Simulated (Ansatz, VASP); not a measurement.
**Two plane-wave programs on NbTe**

INCAR

```
SYSTEM = NbTe
ALGO = Normal ; EDIFF = 1E-6
ENCUT = 520 ; GGA = PS
ISIF = 2 ; ISMEAR = -1
LASPH = .True. ; LCHARG = .True.
LELF = .True. ; LREAL = .False.
LVHAR = .True. ; LWAVE = .False.
NBANDS = 16 ; NELM = 80
PREC = Accurate ; SIGMA = 0.05
```

The input KPOINTS:

```
k-points
0
Gamma
  8 8 7
  0 0 0
```

File POSCAR:

```
NbTe
1.0
    3.7274981105      0.0000000000      0.0000000000
   -1.8637490552      3.2281080563      0.0000000000
    0.0000000000      0.0000000000      3.7186766865
Te Nb
1 1
Direct
    0.6666666667      0.3333333333      0.0000000000
    0.0000000000      0.0000000000      0.5000000000
```

The input input.yaml:

```yaml
crystal:
  lattice:
    - [3.7274981105, 0.0, 0.0]
    - [-1.8637490552, 3.2281080563, 0.0]
    - [0.0, 0.0, 3.7186766865]
  atoms:
    - { symbol: Te, position: [0.6666666667, 0.3333333333, 0.0] }
    - { symbol: Nb, position: [0.0, 0.0, 0.5] }
hamiltonian:
  xc: pbesol
  pseudopotentials: { kind: paw }
kpoints:
  mp_grid: { grid: [8, 8, 7] }
scf:
  occupations: { method: fermi_dirac, width: 0.05 }
output:
  forces: true
  stress: true
  eigenvalues: true
```

The cell comes from a database or a generator and needn't be the stable form of this composition.

Alike in both runs: task single point; functional PBEsol; k mesh 8 × 8 × 7; occupations fermi-dirac, width 0.05 eV; no spin polarisation.

|  | VASP | Ansatz |
| --- | --- | --- |
| version | VASP 6.6.1 | Ansatz 0.2.0 |
| potentials or method | VASP PAW PBE potentials, release 64 (Te, Nb_sv) | Ansatz PAW |
| plane-wave cutoff (eV) | 520 | 420 |
| valence electrons in the cell | 19 | 29 |

Ansatz gave:

```
gap on the k mesh at the Fermi level (eV)       : none
pressure (GPa)                                  : -7.3
largest component of the traceless stress (GPa) : 0.42
```

Problem. Which values does VASP return?

Solution. gap on the k mesh at the Fermi level (eV): none; pressure (GPa): -7.4; largest component of the traceless stress (GPa): 0.44.

A gap of «none» marks a metal or a gap that the smearing closes. The two sets of potentials don't hold the same shells in valence.

Caveats: the PAW data sets were made with another functional, which shifts forces and pressure a little (VASP); the PAW data sets come from PBE, with cores solved anew for the run's functional, which leaves a small shift of forces and pressure (Ansatz). The runs have no spin-orbit coupling, so splittings on Te are missing.
